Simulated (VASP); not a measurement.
Given:

```
CELL_PARAMETERS angstrom
      0.00000     2.76675     2.76675
      2.76675     0.00000     2.76675
      2.76675     2.76675     0.00000
ATOMIC_POSITIONS crystal
  Ba 0.00000 0.00000 0.00000
  O  0.50000 0.50000 0.50000
```

The numbers are results of PBEsol GGA, VASP's PBE PAW potentials (set 64) (plane waves; VASP), not measurements. Numerical set-up: 520 eV cut-off, 9×9×9 Γ-centred mesh, tetrahedra with Blöchl corrections, potentials Ba_sv O.

Q: Estimate the energy per atom (σ→0).

A: 
| Property | Result |
|---|---|
| energy per atom (σ→0) | -6.200 eV/atom |

The compound is BaO in the rock salt structure. It was relaxed first.
